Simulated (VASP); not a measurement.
Wanted: the native input for a VASP 6.6.1 run.

```
Task                   : relaxation of cell and atoms
Functional             : PBE
Potentials or basis    : VASP PAW PBE potentials, release 64 (La)
Cutoff                 : 300 eV
k mesh                 : 6 × 6 × 2
Occupations            : methfessel-paxton, width 0.1 eV
Spin                   : no spin polarisation
Further INCAR settings : ALGO = Normal; EDIFF = 1e-07; IBRION = 2; EDIFFG = -0.005; NSW = 90; ISIF = 3
```

The structure of La lies in POSCAR:

```
La                                      
1.0
    3.7676262102      0.0000000000     -0.0000000000
   -1.8838131051      3.2628600100      0.0000000000
    0.0000000000      0.0000000000     12.1130385351
  La            
     4
Direct
     1.0000000000000000    0.0000000000000000    1.0000000000000000
     1.0000000000000000    1.0000000000000000    0.5000000000000000
     0.3333333332999970    0.6666666667000030    0.7500000000000000
     0.6666666667000030    0.3333333332999970    0.2500000000000000
```

These files were run (other wordings do the same):

INCAR

```
SYSTEM = La
PREC = Accurate
ENCUT = 300
EDIFF = 1E-7
ISMEAR = 1
SIGMA = 0.1
LREAL = .FALSE.
LASPH = .TRUE.
NELM = 80
ALGO = Normal
ISIF = 3
LWAVE = .FALSE.
LCHARG = .FALSE.
GGA = PE
IBRION = 2
NSW = 90
EDIFFG = -0.005
```

KPOINTS

```
regular mesh
0
G
  6 6 2
  0 0 0
```

Potentials or basis: VASP PAW PBE potentials, release 64 (La).

Launch:

```console
$ cat potpaw_PBE.64/La/POTCAR > POTCAR
$ mpirun -np 1 vasp_std > vasp.out
```

It gave:

| Item | Value |
| --- | --- |
| Pressure after relaxing | 0.0 GPa |
| Band gap on the k mesh | none (metal or under the smearing width) |

Caveat: the relaxation stopped at its first step, so nothing moved.

Wall time 56 s on 1 thread of AMD EPYC 7R13 Processor (Zen 3), on a shared host, peak memory 0.16 GiB.
